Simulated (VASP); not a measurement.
CoSi:

```xyz
8
Lattice="4.3831 0.0000 0.0000 0.0000 4.3831 0.0000 0.0000 0.0000 4.3831" Properties=species:S:1:pos:R:3 pbc="T T T"
Co    3.7436    2.8311    1.5520
Co    2.8311    1.5520    3.7436
Co    1.5520    3.7436    2.8311
Co    0.6395    0.6395    0.6395
Si    0.6861    1.5054    2.8777
Si    1.5054    2.8777    0.6861
Si    2.8777    0.6861    1.5054
Si    3.6970    3.6970    3.6970
```

The cell is a database's computed one.

```yaml
Program: VASP 6.6.1
Task: relaxation of cell and atoms
Functional: PBE
Potentials_or_basis: VASP PAW PBE potentials, release 64 (Co, Si)
Cutoff: 600 eV
k_mesh: 4 × 4 × 4
Occupations: gaussian, width 0.1 eV
Spin: no spin polarisation
```

At the start: pressure 7.6 GPa; volume 10.53 Å³/atom.

How do energy, volume and symmetry change on relaxing?

Over 5 steps the energy falls by 7.7 meV/atom and the volume is 10.85 Å³/atom (+3.1 %); space group P2_13 (No. 198, to 0.05 Å).

The path:
```csv
step,energy change (eV),largest force (eV/Å),pressure (GPa),volume (Å³)
1,0.0000,0.0196,7.57,84.21
2,0.0336,0.1218,-7.91,90.41
3,-0.0609,0.0468,-0.03,86.86
4,-0.0609,0.0457,0.12,86.80
5,-0.0612,0.0308,0.19,86.82
```

Final structure:
```
CELL_PARAMETERS angstrom
4.42796 0.00000 0.00000
0.00000 4.42796 0.00000
0.00000 0.00000 4.42796
ATOMIC_POSITIONS crystal
Co 0.85430 0.64570 0.35430
Co 0.64570 0.35430 0.85430
Co 0.35430 0.85430 0.64570
Co 0.14570 0.14570 0.14570
Si 0.15661 0.34339 0.65661
Si 0.34339 0.65661 0.15661
Si 0.65661 0.15661 0.34339
Si 0.84339 0.84339 0.84339
```
